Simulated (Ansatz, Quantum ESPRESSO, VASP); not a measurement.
## Zn3P: 3 runs at one level of theory

```
Zn P
1.0
     3.97552    0.00000    0.00000
     0.00000    3.97552    0.00000
     0.00000    0.00000    3.97552
Zn P
3 1
Direct
  0.51229 0.50460 0.99853
  0.50346 0.00167 0.50243
  0.99755 0.50260 0.49446
  0.99469 0.99696 0.00276
```

The cell comes from a database or a generator and needn't be the stable form of this composition.

Atoms were shifted at random by some hundredths of an Å from the given cell, which wasn't relaxed again for these runs.

Alike in all runs: task single point; functional PBE; k mesh 7 × 7 × 7; occupations fermi-dirac, width 0.05 eV; no spin polarisation; no spin-orbit coupling. Pressure is positive in compression and, in plane waves, holds the error of the finite cutoff, which Ansatz's Pulay term estimates and takes out.

```tsv
program and potentials	plane-wave cutoff (eV)	notes	pressure (GPa)	largest force (eV/Å)	energy over the undisturbed cell (meV/atom)
Ansatz, Ansatz PAW	420	10.25 valence electrons an atom on average; Pulay term of +0.10 GPa included	-0.77	0.171	1.20
Quantum ESPRESSO, SSSP 1.3 efficiency PBE	748	16.25 valence electrons an atom on average	-0.77	0.172	1.22
VASP, PBE PAW files P, Zn, 520 eV	520	10.25 valence electrons an atom on average	-0.57	0.174	-
```

Force on atom 3 (Zn), eV/Å:

```tsv
program and potentials	x	y	z
Ansatz, Ansatz PAW	0.168	-0.023	0.021
Quantum ESPRESSO, SSSP 1.3 efficiency PBE	0.169	-0.023	0.022
VASP, PBE PAW files P, Zn, 520 eV	0.171	-0.023	0.023
```

The pressure spans -0.77 (Quantum ESPRESSO, SSSP 1.3 efficiency PBE) to -0.57 GPa (VASP, PBE PAW files P, Zn, 520 eV).

The functional is the same throughout but for its coding, so the spread measures potentials, basis and numerics; runs on potential files found faulty are left out.
